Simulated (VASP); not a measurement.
An input for Ansatz (written as the equivalent of a VASP run, and not itself run):

Ansatz 0.2 input:
```yaml
crystal:
  lattice:
    - [0.0000000, 3.1600000, 3.1600000]
    - [3.1600000, 0.0000000, 3.1600000]
    - [3.1600000, 3.1600000, 0.0000000]
  atoms:
    - { symbol: Sn, position: [0.0000000, 0.0000000, 0.0000000] }
    - { symbol: Te, position: [0.5000000, 0.5000000, 0.5000000] }
kpoints:
  mp_grid: { grid: [7, 7, 7] }
hamiltonian:
  xc: pbe
  pseudopotentials: { kind: paw }
scf:
  occupations: { method: gaussian, width: 0.05 }
  max_iter: 100
output: { forces: true, stress: true, eigenvalues: true }
```

Question: Write the VASP files for the same calculation (PBE).

Answer: One answer among several that fit: 
**KPOINTS**
```
kpoints
0
G
 7 7 7
```

### POSCAR
```
SnTe
3.160
  0.0000000000   1.0000000000   1.0000000000
  1.0000000000   0.0000000000   1.0000000000
  1.0000000000   1.0000000000   0.0000000000
Sn Te
1 1
direct
  0.0000000000   0.0000000000   0.0000000000
  0.5000000000   0.5000000000   0.5000000000
```

INCAR:
```
# general
SYSTEM =SnTe
PREC   =Accurate
ENCUT  =400
LREAL  =.FALSE.
LASPH  =.TRUE.

# electronic loop
EDIFF  =1E-6
NELM   =100
ALGO   =Normal
IMIX   =4
AMIX   =0.1
BMIX   =0.0001
LMAXMIX=4

# smearing
ISMEAR =0
SIGMA  =0.05

# functional
GGA    =PE

# ions
ISIF   =2

# output
LWAVE  =.FALSE.
LCHARG =.FALSE.
```

POTCAR, in this order: Sn_d Te (PBE.64 set). Program: vasp_std.

The two are equivalent in intent, not identical: each code has its own PAW files, so the cut-off isn't converted (ENCUT is set for VASP's; basis.ecutwfc is left out, and Ansatz then takes the one that its files recommend); Ansatz stops its SCF on the density residual and VASP on the energy change (EDIFF).

The compound is SnTe in the rock salt structure, which distorts at low temperature. The cell was not relaxed at this level. The run is one of a series of settings (AMIX = 0.1, BMIX = 0.0001, IMIX = 4 against the base run), some of them coarse on purpose.
